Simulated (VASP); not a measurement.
Method: PBEsol GGA, VASP's PBE PAW potentials (set 64) (plane waves; VASP).

VASP ran on this input.

**INCAR**
```
ALGO=Normal
EDIFF=1E-6
ENCUT=300
GGA=PS
ISIF=2
ISMEAR=-1
LASPH=.TRUE.
LCHARG=.FALSE.
LMAXMIX=4
LREAL=.FALSE.
LWAVE=.FALSE.
NELM=100
PREC=Accurate
SIGMA=0.136
SYSTEM=Ga
```

File POSCAR:
```
Ga
1.0
  2.2315370000  -3.8255830000   0.0000000000
  2.2315370000   3.8255830000   0.0000000000
  0.0000000000   0.0000000000   4.5873880000
Ga
4
Cartesian
  2.2315370000  -1.1912865462   1.9056009752
  2.2315370000   1.1912865462   2.6817870248
  2.2315370000  -2.6342964538   4.1992949752
  2.2315370000   2.6342964538   0.3880930248
```

**KPOINTS**
```
Automatic mesh
0
Gamma
6 6 5
0 0 0
```

POTCAR, in this order: Ga_d (PBE.64 set). Program: vasp_std.

The resulting files:

### OUTCAR
```
 ion  position               nearest neighbor table
   1  0.656  0.344  0.415-   2 2.51   4 2.70   4 2.70   3 2.71   3 2.71   2 2.77   2 2.77
   2  0.344  0.656  0.585-   1 2.51   3 2.70   3 2.70   4 2.71   4 2.71   1 2.77   1 2.77
   3  0.844  0.156  0.915-   4 2.51   2 2.70   2 2.70   1 2.71   1 2.71   4 2.77   4 2.77
   4  0.156  0.844  0.085-   3 2.51   1 2.70   1 2.70   2 2.71   2 2.71   3 2.77   3 2.77
  LATTYP: Found a base centered orthorhombic cell.
 ALAT       =     4.4630740000
 B/A-ratio  =     1.7143264934
 C/A-ratio  =     1.0278538962
 Subroutine PRICEL returns:
 Original cell was already a primitive cell.
 Subroutine GETGRP returns: Found  8 space group operations
The static configuration has the point symmetry C_2h.
 The point group associated with its full space group is D_2h.
The dynamic configuration has the point symmetry C_2h.
 Subroutine INISYM returns: Found  8 space group operations
 Subroutine IBZKPT returns following result:
 Found     39 irreducible k-points:

 Following reciprocal coordinates:
            Coordinates               Weight
  0.000000  0.000000  0.000000      1.000000
  0.166667  0.000000  0.000000      4.000000
  0.333333 -0.000000  0.000000      4.000000
  0.500000  0.000000  0.000000      2.000000
  0.166667  0.166667  0.000000      2.000000
  0.333333  0.166667  0.000000      4.000000
  0.500000  0.166667  0.000000      4.000000
 -0.333333  0.166667  0.000000      4.000000
 -0.166667  0.166667  0.000000      2.000000
  0.333333  0.333333  0.000000      2.000000
  0.500000  0.333333  0.000000      4.000000
 -0.333333  0.333333  0.000000      2.000000
  0.500000  0.500000  0.000000      1.000000
  0.000000  0.000000  0.200000      2.000000
  0.166667  0.000000  0.200000      8.000000
  0.333333 -0.000000  0.200000      8.000000
  0.500000  0.000000  0.200000      4.000000
  0.166667  0.166667  0.200000      4.000000
  0.333333  0.166667  0.200000      8.000000
...
```

### OSZICAR
```
       N       E                     dE             d eps       ncg     rms          rms(c)
DAV:   1     0.287927340400E+03    0.28793E+03   -0.19354E+04  2448   0.231E+03
DAV:   2     0.176046451095E+02   -0.27032E+03   -0.26598E+03  2621   0.443E+02
DAV:   3    -0.128707791586E+02   -0.30475E+02   -0.30140E+02  2726   0.128E+02
DAV:   4    -0.135988102090E+02   -0.72803E+00   -0.72723E+00  2724   0.240E+01
DAV:   5    -0.136145441515E+02   -0.15734E-01   -0.15732E-01  2836   0.332E+00    0.267E+00
DAV:   6    -0.134627570266E+02    0.15179E+00   -0.32852E-01  2930   0.809E+00    0.140E+00
DAV:   7    -0.134294835302E+02    0.33273E-01   -0.78391E-02  3326   0.305E+00    0.351E-01
DAV:   8    -0.134262989582E+02    0.31846E-02   -0.16224E-02  2670   0.146E+00    0.447E-02
DAV:   9    -0.134263866449E+02   -0.87687E-04   -0.91786E-04  2770   0.343E-01    0.251E-02
DAV:  10    -0.134263884638E+02   -0.18189E-05   -0.20513E-04  2796   0.174E-01    0.485E-03
DAV:  11    -0.134263883232E+02    0.14060E-06   -0.32996E-05  2816   0.721E-02    0.420E-03
DAV:  12    -0.134263879845E+02    0.33871E-06   -0.69515E-06  2671   0.312E-02
   1 F= -.13426388E+02 E0= -.13398699E+02  d E =-.553784E-01
```

### OUTCAR
```
------------------------ aborting loop because EDIFF is reached ----------------------------------------
  FORCE on cell =-STRESS in cart. coord.  units (eV):
  Direction    XX          YY          ZZ          XY          YZ          ZX
  --------------------------------------------------------------------------------------
  Total       -0.3660592     -0.8795553     -1.1020711      0.0000000     -0.0000000      0.0000000
  in kB       -7.4879808    -17.9918789    -22.5435862      0.0000000     -0.0000000      0.0000000
  external PRESSURE =     -16.0078153 kB  Pullay stress =       0.0000000 kB
  volume of cell :       78.32
      direct lattice vectors                 reciprocal lattice vectors
     2.231537000 -3.825583000  0.000000000     0.224060815 -0.130699033  0.000000000
     2.231537000  3.825583000  0.000000000     0.224060815  0.130699033  0.000000000
     0.000000000  0.000000000  4.587388000     0.000000000  0.000000000  0.217988973
 POSITION                                       TOTAL-FORCE (eV/Angst)
 -----------------------------------------------------------------------------------
      2.23154     -1.19129      1.90560         0.000000     -0.004703      0.011734
      2.23154      1.19129      2.68179         0.000000      0.004703     -0.011734
      2.23154     -2.63430      4.19929         0.000000      0.004703      0.011734
      2.23154      2.63430      0.38809         0.000000     -0.004703     -0.011734
 -----------------------------------------------------------------------------------
    total drift:                                0.000000      0.000000      0.000000
  FREE ENERGIE OF THE ION-ELECTRON SYSTEM (eV)
  ---------------------------------------------------
  free  energy   TOTEN  =       -13.4263879845 eV

  energy  without entropy=      -13.3710095597  energy(sigma->0) =      -13.39869877
```
(Selected blocks of OUTCAR.)

At this cut-off the stress carries a Pulay error, which pulls relaxed volumes low.

The structure comes from a computed database's Ga entry; how it stands against other phases isn't given here. The cell was not relaxed at this level. The run is one of a series of settings (GGA = PS against the base run), some of them coarse on purpose.
